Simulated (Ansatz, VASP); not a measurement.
# Cr (Chromium): VASP beside Ansatz

One calculation is typed for both programs; each brings its own data sets and cutoff. How far apart do they land?

Method: plane waves, with VASP 6.6.1 beside it; single point at PBE, in Ansatz 0.2.0.

## 1. The starting structure

The structure is cubic, space group Im-3m (No. 229). The conventional cell has a = 2.884 Å, b = 2.884 Å, c = 2.884 Å, α = 90.00°, β = 90.00°, γ = 90.00°. Nearest to Cr lie 8 Cr at 2.50 Å.

## 2. Ansatz: single point, PBE

Ansatz runs on its default PAW (the set named soft_2) files.

A single point gives forces, pressure and levels at one fixed geometry, so differences don't come from the geometry; what else differs is listed under the comparison.

Contents of input.yaml:

```yaml
crystal:
  lattice:
    - [-1.44195, 1.44195, 1.44195]
    - [1.44195, -1.44195, 1.44195]
    - [1.44195, 1.44195, -1.44195]
  atoms:
    - { symbol: Cr, position: [0.0, 0.0, 0.0], spin: 3.0 }
hamiltonian:
  xc: pbe
  pseudopotentials: { kind: paw }
magnetization:
  spin_polarized: true
kpoints:
  mp_grid: { grid: [11, 11, 11] }
scf:
  occupations: { method: fermi_dirac, width: 0.05 }
  n_extra_bands: 7
output:
  forces: true
  stress: true
  eigenvalues: true
```

Launch:

```
> ansatz run input.yaml --threads 2 --pin off --max-ram 4608MiB --backend cpu --events-out ev --progress --plain --runs-dir out
```

Numbers of over 12 decimals in the logs are rounded to 6 here.

The program printed:

```text
scf.n_extra_bands = 7 over 7 filled bands (N_el = 14.0): the run solves 14 bands
Engine: ansatz 0.2.0, x86_64-unknown-linux-gnu
Pseudopotentials: kind: paw
Pseudopotential: Cr, paw, valence charge 14, recommended cutoff 420 eV (normal), Cr.paw.azcp
Functional definition: PBE
  parameter kappa = 0.804
  parameter beta = 0.066725
  exchange = pbe_x(kappa = kappa, mu = beta*pi^2/3)
  correlation = pbe_c(beta = beta)
Crystal: 1 atoms, lattice volume = 11.993 Å³
Basis set: ecut = 420 eV, 225 PW (Γ), exchange–correlation on 36×36×36 points (8 copies of the dense FFT grid, shifted against one another)
Bands: 14, of which v1, the nominal top of the filled ones, is band 7 counted from 1 (6 counted from 0)
Symmetry: 48 space group operations
Space group: Im-3m (ITA 229), of the structure as read, at distance tolerance 2.3e-5 Å
Magnetic group: BNS 229.140 (UNI 1642), of the structure as read, at distance tolerance 2.3e-5 Å
k-points: 56 of 1331
Non-local potential: Cr, projectors of the file, l = 0: 3, l = 1: 2, l = 2: 3, l = 3: 1
PAW form: soft (Blöchl's): semilocal exchange-correlation on the pseudo side does not see the compensation charge
PAW one-centre angular grid: Cr, 590 points (default); XC on 64 Gauss nodes
Initial density: superposition of atomic densities (chi_scale 0.1, normalization cell)
Starting moments: Σ|m| = 3 μB on 1 of 1 site
Initial wavefunctions: pseudopotential atomic-orbital guess
Functional: x = pbe(κ = 0.804, μ = 0.219515), c = pbe(β = 0.066725)
SCF iter   1: F=—  HF=-3380.980148 eV  |F-HF|=—  |Δ(HF+E_count)|=         —  Δρ=3.41e-1 (↑3.41e-1 ↓1.43e-1)  dr2=5.92e0  dr2_m=5.87e0  M=0.196 μB ∫|m|=0.199 μB  β_m=0.30  ethr=3.10e-3  ⟨swp⟩=4.0  Hψ=7008  notcnv=0
Mixer restart at iter 1: flushing history
preconditioner: auto → none  [metal: Δε(μ)=0.072 eV  Ē_g=13.869 eV  σ=0.050 eV  W_gap=0.31  n_scr=0 (ndim 8)  ℏωp=26.3 eV  f_vac=0.000  D(μ)=0.52/eV (n_scr^D=0)]
SCF iter   2: F=—  HF=-3378.205100 eV  |F-HF|=—  |Δ(HF+E_count)|=    2.78e0  Δρ=1.73e-1 (↑1.73e-1 ↓1.46e-1)  dr2=2.53e-1  dr2_m=2.73e0  M=0.219 μB ∫|m|=0.220 μB  β_m=0.43  ethr=3.10e-3  ⟨swp⟩=2.0  Hψ=3870  notcnv=0  defer=164
SCF iter   3: F=—  HF=-3377.805259 eV  |F-HF|=—  |Δ(HF+E_count)|=   4.00e-1  Δρ=7.88e-2 (↑7.88e-2 ↓5.55e-2)  dr2=9.89e-2  dr2_m=4.83e-1  M=0.154 μB ∫|m|=0.154 μB  β_m=0.52  ethr=1.81e-3  ⟨swp⟩=2.0  Hψ=2576  notcnv=0  defer=143
SCF iter   4: F=—  HF=-3377.715770 eV  |F-HF|=—  |Δ(HF+E_count)|=   8.95e-2  Δρ=8.35e-3 (↑5.50e-3 ↓8.35e-3)  dr2=2.52e-3  dr2_m=4.83e-3  M=0.050 μB ∫|m|=0.051 μB  β_m=0.76  ethr=7.06e-4  ⟨swp⟩=2.2  Hψ=2351  notcnv=0  defer=141
SCF iter   5: F=—  HF=-3377.716798 eV  |F-HF|=—  |Δ(HF+E_count)|=   1.03e-3  Δρ=1.40e-3 (↑1.40e-3 ↓1.29e-3)  dr2=1.74e-5  dr2_m=1.84e-4  M=0.005 μB ∫|m|=0.008 μB  β_m=0.83  ethr=1.80e-5  ⟨swp⟩=1.7  Hψ=2170  notcnv=0  defer=136
SCF iter   6: F=—  HF=-3377.716814 eV  |F-HF|=—  |Δ(HF+E_count)|=   1.64e-5  Δρ=3.04e-4 (↑3.04e-4 ↓2.48e-4)  dr2=5.77e-6  dr2_m=6.43e-6  M=0.004 μB ∫|m|=0.004 μB  β_m=0.92  ethr=1.25e-7  ⟨swp⟩=2.0  Hψ=2398  notcnv=0  defer=136
SCF iter   7: F=—  HF=-3377.716819 eV  |F-HF|=—  |Δ(HF+E_count)|=   4.85e-6  Δρ=1.66e-4 (↑1.50e-4 ↓1.66e-4)  dr2=3.90e-8  dr2_m=2.73e-6  M=0.001 μB ∫|m|=0.001 μB  β_m=0.90  ethr=4.12e-8  ⟨swp⟩=2.0  Hψ=2366  notcnv=0  defer=136
SCF iter   8: F=—  HF=-3377.716819 eV  |F-HF|=—  |Δ(HF+E_count)|=   8.85e-8  Δρ=4.13e-5 (↑4.13e-5 ↓3.51e-5)  dr2=4.10e-9  dr2_m=1.60e-7  M=0.000 μB ∫|m|=0.000 μB  β_m=0.95  ethr=2.79e-10  ⟨swp⟩=2.0  Hψ=2378  notcnv=0  defer=136
SCF iter   9: F=—  HF=-3377.716819 eV  |F-HF|=—  |Δ(HF+E_count)|=   8.92e-9  Δρ=4.53e-6 (↑1.14e-6 ↓4.53e-6)  dr2=1.17e-9  dr2_m=8.52e-10  M=0.000 μB ∫|m|=0.000 μB  β_m=0.98  ethr=2.93e-11  ⟨swp⟩=2.0  Hψ=2372  notcnv=0  defer=136
SCF iter  10: F=—  HF=-3377.716819 eV  |F-HF|=—  |Δ(HF+E_count)|=  3.82e-11  Δρ=4.97e-7 (↑4.97e-7 ↓2.47e-7)  dr2=1.18e-11  dr2_m=1.39e-11  M=-0.000 μB ∫|m|=0.000 μB  β_m=0.99  ethr=8.38e-12  ⟨swp⟩=2.2  Hψ=2112  notcnv=0  defer=136
SCF iter  11: F=-3377.716819 eV  HF=-3377.716819 eV  |F-HF|=0.00e0  |Δ(HF+E_count)|=  5.46e-12  Δρ=5.84e-8 (↑5.84e-8 ↓2.86e-8)  dr2=6.72e-13  dr2_m=4.29e-14  M=-0.000 μB ∫|m|=0.000 μB  ethr=1.00e-12  ⟨swp⟩=4.3  Hψ=5242  notcnv=0
SCF 1 converged in 11 iterations: F = -3377.716819 eV  dr2 = 6.72e-13
  greatest PAW one-centre occupation: 1.000 electrons in one spin orbital (limit 2), on the Cr atom at site 0 (counted from 0), in its partial waves of l = 0
WARN: the starting moments were not kept: the SCF closed with an absolute magnetisation of 2.8e-7 μB, where they sum to 3 μB in size (1 site). That is at most 0.1 of that sum. Measured as dr2_m measures the in/out step, that magnetisation stands 7.9e-14 eV from none, at or under the dr2_threshold of 1.0e-7 eV: it is no larger than a step whose dr2_m would equal this threshold. The system may hold no moment; this SCF  [...]
SCF converged after 11 iterations
Magnetization: -0.0000 μB (7.0000 up, 7.0000 down)
Absolute magnetization: 0.0000 μB (∫|ρ↑−ρ↓|)
Spin contamination: 0.0000 ħ² per cell (⟨S²⟩ above its minimum at these occupations)
Per-site moments (μB) at R_I (Å): [(-2.5800121831055683e-7, 1.030231)]
Free energy (F): -3377.716819 eV
Harris-Foulkes:  -3377.716819 eV  (|F-HF|=0.00e0)
Internal energy: -3377.707179 eV  (E = F + TS)
E sigma→0 (E₀):  -3377.711999 eV
Entropy (-TS):   -0.009640 eV (-9.640 meV/atom)
Fermi energy:    18.600454 eV
--- Per-component energies (eV) ---
  E_band       = -155.563676
  E_kinetic    = 342.364701
  E_local      = -1207.175615  (includes V_loc(G=0)·N_el)
  E_nonlocal   = 78.101717
  E_hartree    = 524.104267
  E_xc         = -139.894869
  E_vxc        = -178.470685  (∫ρ·V_xc dr)
  E_paw        = -1194.438742  (= ΣΔE_a)
  E_vpaw       = -238.592682  (= ΣTr[D̂ρ^β])
  E_aug_tail   = 0.000391  (compensation charges beyond the density's cutoff)
  E_ewald      = -1780.769030
  E_smearing   = -0.009640  (= −TS)
  E_closure    = 0.000000  (closes the sum)
  Σ components = -3377.716819   (vs F -3377.716819, Δ=0.00e0)
--- Forces (eV/Å), atoms counted from 1 ---
  atom   1  Cr     0.00000000     0.00000000    -0.00000000
  max |Σ_I F_I| component: 5.75e-32 eV/Å
--- Stress (GPa, compression-positive) ---
       -8.670443      -0.000000      -0.000000
        0.000000      -8.670443      -0.000000
       -0.000000      -0.000000      -8.670443
  P = ⅓ Tr σ = -8.6704 GPa (-86.704 kbar)
--- Band table (eV; the first three rows and the last of 112) ---
  k-point 0 ↑: bands = [... 3 lower, -24.1055, 10.8471, 17.7503, 17.7503, 17.7503, 19.7209, 19.7209, 40.5950, ... 3 higher]
  k-point 1 ↑: bands = [... 3 lower, -24.1059, 11.1949, 17.6195, 17.7237, 17.9837, 19.5840, 19.7311, 39.6445, ... 3 higher]
  k-point 2 ↑: bands = [... 3 lower, -24.1069, 12.1578, 17.2819, 17.5736, 18.6418, 19.3946, 19.7707, 37.2451, ... 3 higher]
  k-point 55 ↓: bands = [... 3 lower, -24.6593, 14.5988, 14.6037, 20.7318, 20.7318, 20.8835, 27.9950, 29.2445, ... 3 higher]
```

Elapsed: 1.3 s, on 2 threads of AMD EPYC 7B13 (Zen 3), shared host; peak memory 0.34 GiB.

The run ends at a pressure of -8.67 GPa.

## 3. VASP: single point, PBE

The same cell, functional, mesh and smearing now go to VASP, with its own data sets and cutoff.

Lines of VASP's logs that name or quote its potential files are left out, and so is its time.

Contents of INCAR:

```
SYSTEM = Cr
PREC = Accurate
ENCUT = 400
EDIFF = 1E-06
NELM = 100
ISMEAR = -1
SIGMA = 0.05
LREAL = .FALSE.
ALGO = Normal
GGA = PE
NBANDS = 14
ISPIN = 2
MAGMOM = 3
LASPH = .TRUE.
LMAXMIX = 4
LORBIT = 11
LWAVE = .FALSE.
LCHARG = .FALSE.
KPAR = 2
ISIF = 2
```

Contents of POSCAR:

```
Cr
1.0
   -1.4419500000      1.4419500000      1.4419500000
    1.4419500000     -1.4419500000      1.4419500000
    1.4419500000      1.4419500000     -1.4419500000
Cr
1
Direct
    0.0000000000      0.0000000000      0.0000000000
```

Contents of KPOINTS:

```
Automatic mesh
0
Gamma
11 11 11
0 0 0
```

The projector-augmented-wave data sets are Cr_pv (PBE family, release 64).

Launch:

```
> mpirun -np 2 vasp_std
```

The program printed:

```text
[banner, memory and clock lines left out]
running    2 mpi-ranks, on    1 nodes
 distrk:  each k-point on    1 cores,    2 groups
 distr:  one band on    1 cores,    1 groups

 POSCAR found type information on POSCAR Cr
 POSCAR found :  1 types and       1 ions
 LDA part: xc-table for (Slater+PW92), standard interpolation
 POSCAR, INCAR and KPOINTS ok, starting setup
 FFT: planning ... GRIDC
 FFT: planning ... GRID_SOFT
 FFT: planning ... GRID
 WAVECAR not read
 entering main loop
       N       E                     dE             d eps       ncg     rms          rms(c)
DAV:   1     0.684348031151E+02    0.68435E+02   -0.56193E+03  3234   0.806E+02
DAV:   2    -0.867378139008E+01   -0.77109E+02   -0.74072E+02  3316   0.238E+02
DAV:   3    -0.974458016732E+01   -0.10708E+01   -0.10688E+01  3412   0.328E+01
DAV:   4    -0.974901185741E+01   -0.44317E-02   -0.44316E-02  3478   0.207E+00
DAV:   5    -0.974905140596E+01   -0.39549E-04   -0.39550E-04  3448   0.177E-01    0.181E+01
DAV:   6    -0.944475447384E+01    0.30430E+00   -0.29416E+00  3208   0.295E+01    0.399E+00
DAV:   7    -0.949394380915E+01   -0.49189E-01   -0.16422E-01  3208   0.337E+00    0.226E+00
DAV:   8    -0.949729659417E+01   -0.33528E-02   -0.53492E-03  3256   0.940E-01    0.959E-01
DAV:   9    -0.949365737180E+01    0.36392E-02   -0.15790E-03  3250   0.512E-01    0.253E-01
DAV:  10    -0.949395729733E+01   -0.29993E-03   -0.42979E-04  3184   0.181E-01    0.529E-02
DAV:  11    -0.949396956912E+01   -0.12272E-04   -0.11477E-05  3382   0.304E-02    0.221E-02
DAV:  12    -0.949396553380E+01    0.40353E-05   -0.32566E-06  2904   0.135E-02    0.470E-03
DAV:  13    -0.949396484470E+01    0.68910E-06   -0.65524E-07  2120   0.764E-03
   1 F= -.94939648E+01 E0= -.94892074E+01  d E =-.951480E-02  mag=     0.0003
```

From OUTCAR (step 3):

```text
ion  position               nearest neighbor table
   1  0.000  0.000  0.000-

  LATTYP: Found a body centered cubic cell.
 ALAT       =     2.8839000000

 Subroutine GETGRP returns: Found 48 space group operations
 (whereof 48 operations were pure point group operations)

The static configuration has the point symmetry O_h .

 Found     56 irreducible k-points:

   k-points           NKPTS =     56   k-points in BZ     NKDIM =     56   number of bands    NBANDS=     14

   dimension x,y,z NGX =    16 NGY =   16 NGZ =   16
   dimension x,y,z NGXF=    32 NGYF=   32 NGZF=   32

   ENCUT  =  400.0 eV  29.40 Ry    5.42 a.u.   4.07  4.07  4.07*2*pi/ulx,y,z

   NELECT =      12.0000    total number of electrons

 k-points in reciprocal lattice and weights: Automatic mesh
   0.00000000  0.00000000  0.00000000       0.001
   0.09090909  0.00000000  0.00000000       0.009
   0.18181818  0.00000000  0.00000000       0.009
   0.27272727  0.00000000  0.00000000       0.009
   0.36363636  0.00000000  0.00000000       0.009
   0.45454545  0.00000000  0.00000000       0.009
   0.09090909  0.09090909  0.00000000       0.018
   0.18181818  0.09090909 -0.00000000       0.036
   0.27272727  0.09090909  0.00000000       0.036
[...]
-0.45454545 -0.45454545  0.36363636       0.006
  -0.45454545  0.45454545  0.45454545       0.005

 average (electrostatic) potential at core
       1 -66.3870

 E-fermi :  10.4320

 spin component 1
 k-point     1 :       0.0000    0.0000    0.0000
  band No.  band energies     occupation
    ...
      3     -32.3226      1.00000
      4       2.7244      1.00000
      5       9.5855      1.00000
      6       9.5855      1.00000
      7       9.5855      1.00000
      8      11.5426      0.00000
      9      11.5426      0.00000
     10      17.5548      0.00000
     11      32.4544      0.00000
     12      32.4544      0.00000
    ...

 k-point     2 :       0.0909    0.0000    0.0000
  band No.  band energies     occupation
    ...
      3     -32.3225      1.00000
      4       3.0725      1.00000
      5       9.4560      1.00000
      6       9.5595      1.00000
      7       9.8176      1.00000
      8      11.4068      0.00000
      9      11.5526      0.00000
     10      17.5551      0.00000
     11      31.5624      0.00000
     12      32.2959      0.00000
    ...

 k-point     3 :       0.1818    0.0000    0.0000
  band No.  band energies     occupation
    ...
      2     -32.3984      1.00000
      3     -32.3234      1.00000
      4       4.0354      1.00000
      5       9.1204      1.00000
      6       9.4112      1.00000
      7      10.4700      0.31849
      8      11.2186      0.00000
      9      11.5913      0.00000
     10      17.5548      0.00000
     11      29.1932      0.00000
    ...

 k-point     4 :       0.2727    0.0000    0.0000
  band No.  band energies     occupation
    ...
      2     -32.4705      1.00000
      3     -32.3237      1.00000
      4       5.2847      1.00000
      5       8.7076      1.00000
      6       9.2854      1.00000
      7      11.2618      0.00000
      8      11.4103      0.00000
      9      11.6701      0.00000
     10      17.5544      0.00000
     11      25.9657      0.00000
    ...

 k-point     5 :       0.3636    0.0000    0.0000
  band No.  band energies     occupation
    ...
      2     -32.5362      1.00000
      3     -32.3250      1.00000
      4       6.0757      1.00000
      5       8.3504      1.00000
      6       9.9326      0.99995
      7      11.4457      0.00000
      8      11.7722      0.00000
      9      12.3899      0.00000
     10      17.5527      0.00000
     11      22.6812      0.00000
    ...

 k-point     6 :       0.4545    0.0000    0.0000
  band No.  band energies     occupation
      1     -33.1191      1.00000
      2     -32.5747      1.00000
      3     -32.3257      1.00000
      4       6.2030      1.00000
      5       8.1470      1.00000
      6      11.1768      0.00000
      7      11.5692      0.00000
      8      11.8481      0.00000
      9      13.0450      0.00000
     10      17.5488      0.00000
    ...

  Total       -0.7934507     -0.7934507     -0.7934507      0.0000000     -0.0000000      0.0000000
  in kB     -106.0034295   -106.0034295   -106.0034295      0.0000000     -0.0000000      0.0000000
  external PRESSURE =    -106.0034295 kB  Pullay stress =       0.0000000 kB

  energy-cutoff  :      400.00
  volume of cell :       11.99
      direct lattice vectors                 reciprocal lattice vectors
    -1.441950000  1.441950000  1.441950000     0.000000000  0.346752661  0.346752661
     1.441950000 -1.441950000  1.441950000     0.346752661  0.000000000  0.346752661
     1.441950000  1.441950000 -1.441950000     0.346752661  0.346752661  0.000000000

 POSITION                                       TOTAL-FORCE (eV/Angst)
 -----------------------------------------------------------------------------------
      0.00000      0.00000      0.00000        -0.000000      0.000000      0.000000
 -----------------------------------------------------------------------------------
    total drift:                               -0.000000      0.000000     -0.000000

  FREE ENERGIE OF THE ION-ELECTRON SYSTEM (eV)
  ---------------------------------------------------
  free  energy   TOTEN  =        -9.4939648447 eV

  energy  without entropy=       -9.4844500439  energy(sigma->0) =       -9.48920744

 total charge
# of ion       s       p       d       tot
------------------------------------------
    1        0.427   6.383   4.169  10.979

 magnetization (x)
# of ion       s       p       d       tot
------------------------------------------
    1       -0.000  -0.000   0.000   0.000

[... 6 further parts left out ...]
```

The moments of the start collapse, so the state is non-magnetic; other starts or orders were not tried. The k-mesh is coarse for a metal. At this level the cell is under a tension of 10.6 GPa, so at these settings it is away from equilibrium.

## 4. Comparison

Known differences besides the PAW data sets themselves: the data sets hold 14 valence electrons in Ansatz (default PAW (the set named soft_2) files) and 12 in VASP; the cutoff is 420 eV in Ansatz and 400 eV in VASP. Total energies have different zeros and are not compared.

Both answers:

```tsv
quantity	Ansatz	VASP	difference
pressure (GPa)	-8.67	-10.60	+1.93
```

Ansatz's pressure holds a Pulay correction of 0.08 GPa; VASP's holds none.

## 5. Looking for the cause

The difference is large enough to ask for its cause, so further runs change the set-up of one program at a time, as the table lists.

```tsv
run	difference in pressure (GPa)
as above	1.9
Ansatz's all-electron LAPW method	1.8
Ansatz's larger PAW set (cutoff 1070 eV)	1.8
norm-conserving potentials (cutoff 1279 eV)	1.9
```

## 6. Results

| Item | Value |
| --- | --- |
| difference in pressure (single point, PBE) | 1.9 GPa |

The difference in pressure is 1.9 GPa (single point, PBE), beyond the 1 GPa picked in this series as the mark of a large difference. For single point, PBE: no further run halves the difference in pressure; only Ansatz's side was varied, and Ansatz's runs with other potentials lie closer to each other than to VASP, which for this quantity points to VASP's side; this was not tested here. The all-electron run, which needs no data set, lies 1.8 GPa from VASP and 0.11 GPa from Ansatz's PAW result, so it sides with Ansatz. Differences of this kind measure data sets and numerical settings, not the functional's error against experiment.

[Lines on the potential files, build, host, timing and source positions are cut from VASP's logs without a mark.]

[Logs are printed without paths, hosts, clocks, repeated set-up lines and the standing remarks that a program may print on its own settings, such as how far it seeks lower states.]

[Hosts, paths, dates, database ids (printed as entryN), source tags and the programs' standing remarks are cut or masked in the printed files.]
